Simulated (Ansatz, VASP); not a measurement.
# Cross-check of GaSb between VASP and Ansatz

Aim: how closely do two programs agree when they are given the same cell, functional and k mesh? The cell is taken from a series of runs on this material, whose earlier steps may have relaxed, scaled, displaced or heated it; both programs get it as it stands.

Program: Ansatz 0.2.0. Level of theory: plane waves, with VASP 6.6.1 beside it; single point at LDA, spin-orbit coupling, single point at PBE, spin-orbit coupling and single point at r2SCAN, spin-orbit coupling. Results are calculated unless marked as measured.

## 1. The starting structure

The structure is cubic, space group F-43m (No. 216). Conventional cell: a = 6.050 Å, b = 6.050 Å, c = 6.050 Å, α = 90.00°, β = 90.00°, γ = 90.00°. Ga has 4 Sb at 2.62 Å nearest. Nearest to Sb lie 4 Ga at 2.62 Å. Farther neighbours are not listed.

## 2. Ansatz: single point, LDA, spin-orbit coupling

Ansatz runs on its fully relativistic PAW (standard-fr) files.

A single point gives forces, pressure and levels at one fixed geometry, so differences don't come from the geometry; what else differs is listed under the comparison.

Input file input.yaml:

```yaml
crystal:
  lattice:
    - [0.0, 3.0251182323, 3.0251182323]
    - [3.0251182323, 0.0, 3.0251182323]
    - [3.0251182323, 3.0251182323, 0.0]
  atoms:
    - { symbol: Ga, position: [0.0, 0.0, 0.0] }
    - { symbol: Sb, position: [0.25, 0.25, 0.25] }
kpoints:
  mp_grid: { grid: [12, 12, 12] }
  band_path:
    path:
      - [[0.0, 0.0, 0.0], [-0.5, -0.5, 0.0], [-0.375, -0.375, 0.25]]
      - [[-0.375, 0.0, 0.375], [0.0, 0.0, 0.0], [0.0, 0.0, 0.5]]
    npoints: 6
scf:
  occupations: { method: fermi_dirac, width: 0.05 }
  n_extra_bands: 12
hamiltonian:
  xc: lda
  pseudopotentials: { kind: paw_fr }
output:
  forces: true
  stress: true
  fatbands: true
magnetization:
  noncollinear: true
  spin_orbit: true
```

Command:

```sh
ansatz run input.yaml --threads 4 --pin off --max-ram 12288MiB --backend cpu --events-out ev --progress --plain --runs-dir out
```

Numbers of over 12 decimals in the logs are rounded to 6 here.

The log of the run:

```text
scf.n_extra_bands = 12 over 28 filled bands (N_el = 28.0): the run solves 40 bands
Engine: ansatz 0.2.0, x86_64-unknown-linux-gnu
Pseudopotentials: kind: paw_fr
Pseudopotential: Ga, paw_fr, valence charge 13, recommended cutoff 420 eV (normal), Ga.paw.azcp#standard-fr
Pseudopotential: Sb, paw_fr, valence charge 15, recommended cutoff 420 eV (normal), Sb.paw.azcp#standard-fr
Functional definition: SPW92
  exchange = slater_x
  correlation = pw_c
non-collinear run that drives no moment, with spin-orbit: no starting moment large enough to seed its density (crystal.atoms[].spin), no starting occupations that ask for one, no magnetisation constraint and no magnetic field, so the semilocal B_xc is pinned to zero
Crystal: 2 atoms, lattice volume = 55.368 Å³
Basis set: ecut = 420 eV, 1067 PW (Γ)
Bands: 40, of which v1, the nominal top of the filled ones, is band 28 counted from 1 (27 counted from 0)
Symmetry: 24 space group operations + 24 with time reversal
Magnetic group: BNS 216.75 (UNI 1577), of the structure as read, at distance tolerance 3.8e-5 Å
k-points: 72 of 1728 (time reversal used)
Projection manifold: j_resolved (fully-relativistic pseudo-atomic orbitals)
Non-local potential: Ga, projectors of the file, l = 0: 2, l = 1: 4, l = 2: 6, l = 3: 2
Non-local potential: Sb, projectors of the file, l = 0: 2, l = 1: 4, l = 2: 4, l = 3: 4
PAW form: soft (Blöchl's): semilocal exchange-correlation on the pseudo side does not see the compensation charge
PAW frozen core: Ga, regenerated for the run's functional, and the local potential with it (the file was generated under x = pbe(κ = 0.804, μ = 0.219515), c = pbe(β = 0.066725))
PAW frozen core: Sb, regenerated for the run's functional, and the local potential with it (the file was generated under x = pbe(κ = 0.804, μ = 0.219515), c = pbe(β = 0.066725))
PAW one-centre angular grid: Ga, 590 points (default); XC on 64 Gauss nodes
PAW one-centre angular grid: Sb, 590 points (default); XC on 64 Gauss nodes
Initial density: superposition of atomic densities (chi_scale 0.1, normalization cell, long waves kept (reshape's long-wave potential 0.00 eV rms))
Initial wavefunctions: pseudopotential atomic-orbital guess
Functional: x = slater, c = lda
SCF iter   1: F=—  HF=-10045.587071 eV  |F-HF|=—  |Δ(HF+E_count)|=         —  Δρ=2.86e-2  dr2=4.27e-1  dr2_m=0.00e0 (ungated)  ethr=3.10e-3  |M|=0.00e0 ∫|m|=0.00e0 μB  |m|>n=0.0e0 m-floor=0.0e0 τ_xc=0.0e0  β_m=0.30  ⟨swp⟩=8.3  Hψ=16643  notcnv=0  defer=65
preconditioner: auto → none  [insulator: Δε(μ)=0.193 eV  Ē_g=16.483 eV  σ=0.050 eV  W_gap=0.56  n_scr=14 (ndim 8)  ℏωp=21.2 eV  f_vac=0.004  D(μ)=0.02/eV (n_scr^D=0)  ε∞_Penn≈2.6]
SCF iter   2: F=—  HF=-10045.490997 eV  |F-HF|=—  |Δ(HF+E_count)|=   9.61e-2  Δρ=1.86e-2  dr2=1.64e-1  dr2_m=0.00e0 (ungated)  ethr=1.52e-3  |M|=0.00e0 ∫|m|=0.00e0 μB  |m|>n=0.0e0 m-floor=0.0e0 τ_xc=0.0e0  β_m=0.53  ⟨swp⟩=2.0  Hψ=3976  notcnv=0  defer=328
SCF iter   3: F=—  HF=-10045.442359 eV  |F-HF|=—  |Δ(HF+E_count)|=   4.86e-2  Δρ=3.57e-3  dr2=3.18e-3  dr2_m=0.00e0 (ungated)  ethr=5.84e-4  |M|=0.00e0 ∫|m|=0.00e0 μB  |m|>n=0.0e0 m-floor=0.0e0 τ_xc=0.0e0  β_m=0.51  ⟨swp⟩=2.7  Hψ=4528  notcnv=0  defer=332
SCF iter   4: F=—  HF=-10045.441175 eV  |F-HF|=—  |Δ(HF+E_count)|=   1.18e-3  Δρ=1.01e-3  dr2=2.94e-4  dr2_m=0.00e0 (ungated)  ethr=1.13e-5  |M|=0.00e0 ∫|m|=0.00e0 μB  |m|>n=0.0e0 m-floor=0.0e0 τ_xc=0.0e0  β_m=0.54  ⟨swp⟩=2.0  Hψ=4477  notcnv=0  defer=332
SCF iter   5: F=—  HF=-10045.441099 eV  |F-HF|=—  |Δ(HF+E_count)|=   7.56e-5  Δρ=4.01e-4  dr2=2.57e-5  dr2_m=0.00e0 (ungated)  ethr=1.05e-6  |M|=0.00e0 ∫|m|=0.00e0 μB  |m|>n=0.0e0 m-floor=0.0e0 τ_xc=0.0e0  β_m=0.60  ⟨swp⟩=2.0  Hψ=3846  notcnv=0  defer=332
SCF iter   6: F=—  HF=-10045.441102 eV  |F-HF|=—  |Δ(HF+E_count)|=   2.50e-6  Δρ=2.50e-5  dr2=2.02e-7  dr2_m=0.00e0 (ungated)  ethr=9.18e-8  |M|=0.00e0 ∫|m|=0.00e0 μB  |m|>n=0.0e0 m-floor=0.0e0 τ_xc=0.0e0  β_m=0.67  ⟨swp⟩=2.1  Hψ=4499  notcnv=0  defer=332
SCF iter   7: F=-10045.441102 eV  HF=-10045.441102 eV  |F-HF|=8.63e-9  |Δ(HF+E_count)|=   4.58e-8  Δρ=5.74e-6  dr2=1.64e-8  dr2_m=0.00e0 (ungated)  ethr=3.57e-10  |M|=0.00e0 ∫|m|=0.00e0 μB  |m|>n=0.0e0 m-floor=0.0e0 τ_xc=0.0e0  ⟨swp⟩=11.4  Hψ=13626  notcnv=0
SCF 1 converged in 7 iterations: F = -10045.441102 eV  dr2 = 1.64e-8
  greatest PAW one-centre occupation: 0.997 electrons in one spin orbital (limit 2), on the Sb atom at site 1 (counted from 0), in its partial waves of l = 2
NSCF: frozen V_eff on 26 k-points
SCF converged after 7 iterations
Magnetization: |M| = 0.0000 μB,  M = (+0.0000, +0.0000, +0.0000) μB
Absolute magnetization: 0.0000 μB (∫|m|)
  site 0: m = (+0.0000, +0.0000, +0.0000) μB, |m| = 0.0000 μB  (R = 1.08 Å)
  site 1: m = (+0.0000, +0.0000, +0.0000) μB, |m| = 0.0000 μB  (R = 1.08 Å)
Free energy (F): -10045.441102 eV
Harris-Foulkes:  -10045.441102 eV  (|F-HF|=8.63e-9)
Internal energy: -10045.440762 eV  (E = F + TS)
E sigma→0 (E₀):  -10045.440932 eV
Entropy (-TS):   -0.000340 eV (-0.170 meV/atom)
Fermi energy:    8.060253 eV
--- Per-component energies (eV) ---
  E_band       = -260.013172
  E_kinetic    = 325.771352
  E_local      = -3878.471220  (includes V_loc(G=0)·N_el)
  E_nonlocal   = 793.759987
  E_hartree    = 1782.879640
  E_xc         = -207.186322
  E_vxc        = -156.481840  (∫ρ·V_xc dr)
  E_paw        = -6342.642259  (= ΣΔE_a)
  E_vpaw       = -910.347379  (= ΣTr[D̂ρ^β])
  E_aug_tail   = -0.000126  (compensation charges beyond the density's cutoff)
  E_ewald      = -2521.851398
  E_core_change = 2.299583  (= ΣΔE_core)
  E_smearing   = -0.000340  (= −TS)
  E_closure    = -0.000000  (closes the sum)
  Σ components = -10045.441102   (vs F -10045.441102, Δ=0.00e0)
--- Forces (eV/Å), atoms counted from 1 ---
  atom   1  Ga     0.00000000    -0.00000000    -0.00000000
  atom   2  Sb    -0.00000000     0.00000000    -0.00000000
  max |Σ_I F_I| component: 3.12e-17 eV/Å
--- Stress (GPa, compression-positive) ---
        0.001059       0.000000      -0.000000
        0.000000       0.001059       0.000000
       -0.000000       0.000000       0.001059
  P = ⅓ Tr σ = 0.0011 GPa (0.011 kbar)
--- Band table (eV; the first three rows and the last of 72) ---
  k-point 0: bands = [... 24 lower, 7.8938, 7.8938, 8.0626, 8.0626, 8.0626, 8.0626, 10.4415, 10.4415, ... 8 higher]
  k-point 1: bands = [... 24 lower, 7.4536, 7.4536, 7.9239, 7.9244, 8.7715, 8.7715, 10.6692, 10.6692, ... 8 higher]
  k-point 2: bands = [... 24 lower, 7.1558, 7.1558, 7.6187, 7.6191, 8.8327, 8.8327, 11.0598, 11.0598, ... 8 higher]
  k-point 71: bands = [... 24 lower, 4.1066, 4.4465, 4.5553, 4.5710, 11.3252, 11.7334, 12.0966, 12.1528, ... 8 higher]
```

In the SCF lines HF is the Harris–Foulkes energy and dr2 the Hartree energy of the density residual, in eV; the loop may stop once dr2 is under the threshold and the program's other checks hold. Hψ counts applications of the Hamiltonian.

## 3. VASP: single point, LDA, spin-orbit coupling

The same cell, functional (in two slightly different forms), mesh and smearing now go to VASP, with its own data sets.

Lines of VASP's logs that name or quote its potential files are left out, and so is its time.

Input file INCAR:

```
SYSTEM = GaSb
PREC = Accurate
ENCUT = 500
EDIFF = 1E-06
NELM = 200
ISMEAR = -1
SIGMA = 0.05
LREAL = .FALSE.
ALGO = Normal
GGA = CA
LNONCOLLINEAR = .TRUE.
MAGMOM = 0 0 0 0 0 0
NBANDS = 30
GGA_COMPAT = .FALSE.
LASPH = .TRUE.
LSORBIT = .TRUE.
LORBIT = 11
LWAVE = .FALSE.
LCHARG = .FALSE.
ISIF = 2
KPAR = 2
```

Input file POSCAR:

```
GaSb
1.0
    0.0000000000      3.0251182323      3.0251182323
    3.0251182323      0.0000000000      3.0251182323
    3.0251182323      3.0251182323      0.0000000000
Ga Sb
1 1
Direct
    0.0000000000      0.0000000000      0.0000000000
    0.2500000000      0.2500000000      0.2500000000
```

Input file KPOINTS:

```
Automatic mesh
0
Gamma
12 12 12
0 0 0
```

The projector-augmented-wave data sets are Ga_d and Sb (LDA family, release 64).

Command:

```sh
mpirun -np 2 vasp_ncl
```

The log of the run:

```text
[banner, memory and clock lines left out]
running    2 mpi-ranks, on    1 nodes
 distrk:  each k-point on    1 cores,    2 groups
 distr:  one band on    1 cores,    1 groups

 POSCAR found type information on POSCAR GaSb
 POSCAR found :  2 types and       2 ions
 LDA part: xc-table for (Slater(with rela. corr.)+CA(PZ))
 , standard interpolation
 POSCAR, INCAR and KPOINTS ok, starting setup
 FFT: planning ... GRIDC
 FFT: planning ... GRID_SOFT
 FFT: planning ... GRID
 WAVECAR not read
 entering main loop
       N       E                     dE             d eps       ncg     rms          rms(c)
DAV:   1     0.124396713961E+03    0.12440E+03   -0.78610E+03  7436   0.148E+03
DAV:   2     0.710171212147E+01   -0.11730E+03   -0.11198E+03  7534   0.408E+02
DAV:   3    -0.834468393058E+01   -0.15446E+02   -0.15268E+02  8304   0.110E+02
DAV:   4    -0.886143560984E+01   -0.51675E+00   -0.51575E+00  8288   0.222E+01
DAV:   5    -0.887392731314E+01   -0.12492E-01   -0.12490E-01  8604   0.332E+00    0.389E+00
DAV:   6    -0.878131078252E+01    0.92617E-01   -0.76929E-02  9978   0.458E+00    0.222E+00
DAV:   7    -0.874671034990E+01    0.34600E-01   -0.39847E-02  7870   0.156E+00    0.138E+00
DAV:   8    -0.874428157731E+01    0.24288E-02   -0.62500E-03  8236   0.625E-01    0.232E-01
DAV:   9    -0.874427327215E+01    0.83052E-05   -0.53328E-04  8730   0.236E-01    0.628E-02
DAV:  10    -0.874430083006E+01   -0.27558E-04   -0.92840E-05  7918   0.775E-02    0.145E-02
DAV:  11    -0.874430935836E+01   -0.85283E-05   -0.83561E-06  8042   0.306E-02    0.957E-03
DAV:  12    -0.874430920095E+01    0.15740E-06   -0.78551E-07  6412   0.845E-03
   1 F= -.87443092E+01 E0= -.87441505E+01  d E =-.317329E-03  mag=    -0.0000     0.0000     0.0000
```

From OUTCAR (step 3):

```text
ion  position               nearest neighbor table
   1  0.000  0.000  0.000-   2 2.62   2 2.62   2 2.62   2 2.62
   2  0.250  0.250  0.250-   1 2.62   1 2.62   1 2.62   1 2.62

  LATTYP: Found a face centered cubic cell.
 ALAT       =     6.0502364646

 Subroutine GETGRP returns: Found 24 space group operations
 (whereof 24 operations were pure point group operations)

The static configuration has the point symmetry T_d .

 Found    116 irreducible k-points:

   k-points           NKPTS =    116   k-points in BZ     NKDIM =    116   number of bands    NBANDS=     30

   dimension x,y,z NGX =    32 NGY =   32 NGZ =   32
   dimension x,y,z NGXF=    64 NGYF=   64 NGZF=   64

   ENCUT  =  500.0 eV  36.75 Ry    6.06 a.u.   7.80  7.80  7.80*2*pi/ulx,y,z

   NELECT =      18.0000    total number of electrons

 k-points in reciprocal lattice and weights: Automatic mesh
   0.00000000  0.00000000  0.00000000       0.001
   0.08333333  0.00000000  0.00000000       0.002
  -0.08333333  0.00000000  0.00000000       0.002
   0.16666667  0.00000000  0.00000000       0.002
  -0.16666667  0.00000000  0.00000000       0.002
   0.25000000  0.00000000  0.00000000       0.002
  -0.25000000  0.00000000  0.00000000       0.002
   0.33333333  0.00000000  0.00000000       0.002
  -0.33333333  0.00000000  0.00000000       0.002
[...]
-0.33333333  0.50000000  0.16666667       0.007
  -0.25000000  0.50000000  0.25000000       0.003

 average (electrostatic) potential at core
       1 -66.5872       2 -88.3201

 E-fermi :   5.2672

 k-point     1 :       0.0000    0.0000    0.0000
  band No.  band energies     occupation
    ...
     16       5.1480      0.91555
     17       5.2619      0.52651
     18       5.2619      0.52651
     19       5.2619      0.52651
     20       5.2619      0.52651
     21       7.6265      0.00000
     22       7.6265      0.00000
     23       7.8391      0.00000
     24       7.8391      0.00000
     25       7.8391      0.00000
    ...

 k-point     2 :       0.0833    0.0000    0.0000
  band No.  band energies     occupation
    ...
     14       3.6613      1.00000
     15       4.6720      0.99999
     16       4.6720      0.99999
     17       5.1223      0.94772
     18       5.1227      0.94737
     19       5.9995      0.00000
     20       5.9995      0.00000
     21       7.8530      0.00000
     22       7.8530      0.00000
     23       8.0193      0.00000
    ...

 k-point     3 :      -0.0833    0.0000    0.0000
  band No.  band energies     occupation
    ...
     14       3.6613      1.00000
     15       4.6720      0.99999
     16       4.6720      0.99999
     17       5.1223      0.94772
     18       5.1227      0.94737
     19       5.9995      0.00000
     20       5.9995      0.00000
     21       7.8530      0.00000
     22       7.8530      0.00000
     23       8.0193      0.00000
    ...

  Total        0.0765309      0.0765309      0.0765309      0.0000000      0.0000000     -0.0000000
  in kB        2.2145738      2.2145738      2.2145738      0.0000000      0.0000000     -0.0000000
  external PRESSURE =       2.2145738 kB  Pullay stress =       0.0000000 kB

  energy-cutoff  :      500.00
  volume of cell :       55.37
      direct lattice vectors                 reciprocal lattice vectors
     0.000000000  3.025118232  3.025118232    -0.165282796  0.165282796  0.165282796
     3.025118232  0.000000000  3.025118232     0.165282796 -0.165282796  0.165282796
     3.025118232  3.025118232  0.000000000     0.165282796  0.165282796 -0.165282796

 POSITION                                       TOTAL-FORCE (eV/Angst)
 -----------------------------------------------------------------------------------
      0.00000      0.00000      0.00000         0.000000      0.000000      0.000000
      1.51256      1.51256      1.51256        -0.000000     -0.000000     -0.000000
 -----------------------------------------------------------------------------------
    total drift:                                0.000000      0.000000      0.000000

  FREE ENERGIE OF THE ION-ELECTRON SYSTEM (eV)
  ---------------------------------------------------
  free  energy   TOTEN  =        -8.7443092010 eV

  energy  without entropy=       -8.7439918722  energy(sigma->0) =       -8.74415054

 Spin-Orbit-Coupling matrix elements
 Ion:    1  E_soc:     -0.0134366
 Ion:    2  E_soc:     -0.1295274

 total charge
# of ion       s       p       d       tot
------------------------------------------
    1        0.922   0.798   9.966  11.686
    2        1.136   1.365   0.031   2.532
--------------------------------------------------
tot          2.058   2.163   9.997  14.218

 magnetization (x)
# of ion       s       p       d       tot
------------------------------------------
    1        0.000  -0.000   0.000  -0.000
    2        0.000   0.000   0.000   0.000
--------------------------------------------------
tot          0.000  -0.000   0.000  -0.000

 magnetization (y)
# of ion       s       p       d       tot
------------------------------------------
    1        0.000   0.000   0.000   0.000
    2        0.000  -0.000  -0.000  -0.000
--------------------------------------------------
tot          0.000   0.000  -0.000   0.000

 magnetization (z)
# of ion       s       p       d       tot
------------------------------------------
    1       -0.000   0.000  -0.000  -0.000
    2       -0.000  -0.000  -0.000  -0.000
--------------------------------------------------
tot         -0.000   0.000  -0.000  -0.000

[... 3 further parts left out ...]
```

The run ends at a pressure of 0.22 GPa.

## 4. Comparison

Known differences besides the potentials themselves: spin-orbit coupling enters by fully relativistic files in Ansatz and inside the spheres in VASP; the two LDA forms differ slightly; the data sets hold 28 valence electrons in Ansatz (on its fully relativistic PAW (standard-fr) files) and 18 in VASP; the cutoff is 420 eV in Ansatz and 500 eV in VASP; VASP's log shows a relativistic correction to its local exchange, Ansatz's none. Total energies have different zeros and are not compared.

Compared:

```tsv
quantity	Ansatz	VASP	difference
pressure (GPa)	0.00	0.22	-0.22
```

## 5. VASP: single point, PBE, spin-orbit coupling

With cell and atoms fixed, the geometry can't cause a difference; cores, projectors, grids and the points listed under the comparison can. The cell compared in this pair holds 59.98 Å³, against 55.37 Å³ for the pair before.

INCAR, as its differences from that of step 3:

```diff
@@ -9,3 +9,3 @@
 ALGO = Normal
-GGA = CA
+GGA = PE
 LNONCOLLINEAR = .TRUE.
```

Input file POSCAR:

```
GaSb
1.0
    0.0000000000      3.1069348140      3.1069348140
    3.1069348140      0.0000000000      3.1069348140
    3.1069348140      3.1069348140      0.0000000000
Ga Sb
1 1
Direct
    0.0000000000      0.0000000000      0.0000000000
    0.2500000000      0.2500000000      0.2500000000
```

KPOINTS is that of step 3.

PAW data sets: Ga_d and Sb (PBE family, release 64).

Command:

```sh
mpirun -np 2 vasp_ncl
```

The log of the run:

```text
[banner, memory and clock lines left out]
running    2 mpi-ranks, on    1 nodes
[...]
LDA part: xc-table for (Slater+PW92), standard interpolation
 POSCAR, INCAR and KPOINTS ok, starting setup
[...]
entering main loop
       N       E                     dE             d eps       ncg     rms          rms(c)
DAV:   1     0.120989260468E+03    0.12099E+03   -0.78565E+03  7400   0.145E+03
DAV:   2     0.759251067190E+01   -0.11340E+03   -0.10842E+03  7656   0.394E+02
DAV:   3    -0.700169577119E+01   -0.14594E+02   -0.14432E+02  8204   0.107E+02
DAV:   4    -0.747875520361E+01   -0.47706E+00   -0.47606E+00  8348   0.212E+01
[...]
DAV:  10    -0.744125500118E+01   -0.24850E-03   -0.24493E-04  7830   0.135E-01    0.209E-02
DAV:  11    -0.744134134572E+01   -0.86345E-04   -0.12551E-04  8082   0.582E-02    0.727E-03
DAV:  12    -0.744134195650E+01   -0.61078E-06   -0.20898E-06  8066   0.106E-02
   1 F= -.74413420E+01 E0= -.74411267E+01  d E =-.430576E-03  mag=     0.0000    -0.0000     0.0000
```

Parts of OUTCAR (step 5):

```text
  Total        0.0428343      0.0428343      0.0428343      0.0000000      0.0000000      0.0000000
  in kB        1.1441322      1.1441322      1.1441322      0.0000000      0.0000000      0.0000000
  external PRESSURE =       1.1441322 kB  Pullay stress =       0.0000000 kB

 POSITION                                       TOTAL-FORCE (eV/Angst)
 -----------------------------------------------------------------------------------
      0.00000      0.00000      0.00000         0.000000      0.000000      0.000000
      1.55347      1.55347      1.55347        -0.000000     -0.000000     -0.000000
 -----------------------------------------------------------------------------------
    total drift:                                0.000001      0.000001      0.000001

  FREE ENERGIE OF THE ION-ELECTRON SYSTEM (eV)
  ---------------------------------------------------
  free  energy   TOTEN  =        -7.4413419565 eV

  energy  without entropy=       -7.4409113800  energy(sigma->0) =       -7.44112667

 magnetization (x)
# of ion       s       p       d       tot
------------------------------------------
    1        0.000   0.000   0.000   0.000
    2       -0.000  -0.000   0.000  -0.000
--------------------------------------------------
tot          0.000   0.000   0.000   0.000

 magnetization (y)
# of ion       s       p       d       tot
------------------------------------------
    1        0.000   0.000   0.000   0.000
    2        0.000  -0.000   0.000  -0.000
--------------------------------------------------
tot          0.000   0.000   0.000   0.000

 magnetization (z)
# of ion       s       p       d       tot
------------------------------------------
    1        0.000   0.000   0.000   0.000
    2       -0.000  -0.000   0.000  -0.000
--------------------------------------------------
tot          0.000   0.000   0.000   0.000

[... 1 part as in an earlier step ...]

[... 2 further parts left out ...]
[key lines of the parts left out:]
E-fermi :   4.6167
```

The run ends at a pressure of 0.11 GPa.

[end of part 1 of 2]

[Lines on the potential files, build, host, timing and source positions are cut from VASP's logs without a mark.]

[Logs are printed without paths, hosts, clocks, repeated set-up lines and the standing remarks that a program may print on its own settings, such as how far it seeks lower states.]

[Hosts, paths, dates, database ids (printed as entryN), source tags and the programs' standing remarks are cut or masked in the printed files.]
